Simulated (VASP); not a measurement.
Cost and result of VASP (PAW) for the band gap of CaO (rock salt). Gaps are without spin-orbit coupling. Each level names its cell: its own relaxed one, PBE's, or the starting one. A gap is the smallest over the k-mesh and a band path; hybrids may have named points in place of the path, and GW has the mesh alone. The cost counts the self-consistent run with its band path or extra points (for GW, with the PBE run and the diagonalisation ahead of it), each on the mesh and cut-off of its row, so the ratios hold those differences too. With r2SCAN it took about 90 core-seconds. Times come from single runs on busy shared machines, so they are rough: good to a factor of about 2.

```
level                      k-mesh  cut-off (eV)  band gap (eV)      cost over r2SCAN
-----------------------  --------  ------------  -------------  --------------------
LDA (own cell)           11×11×11           520            ___             about 1/4
AM05 (own cell)          11×11×11           520           3.57             about 1/4
optB88-vdW (own cell)    11×11×11           520           3.67  within a factor of 2
r2SCAN (starting cell)   11×11×11           520           4.19             reference
SCAN (own cell)          11×11×11           520           4.16  within a factor of 2
revTPSS (own cell)       11×11×11           520           3.71  within a factor of 2
r2SCAN+rVV10 (own cell)  11×11×11           520           4.15  within a factor of 2
B3LYP (PBE cell)            8×8×8           520            ___                   ___
```

Question: Some entries are withheld; supply them.

Answer: 
- LDA (own cell), band gap (eV): 3.42
- B3LYP (PBE cell), band gap (eV): 5.65
- B3LYP (PBE cell), cost over r2SCAN: about 20 times

Left out are levels that failed, ran on another kind of processor or have no fit band path; at most nine are shown.

The compound is CaO in the rock salt structure.
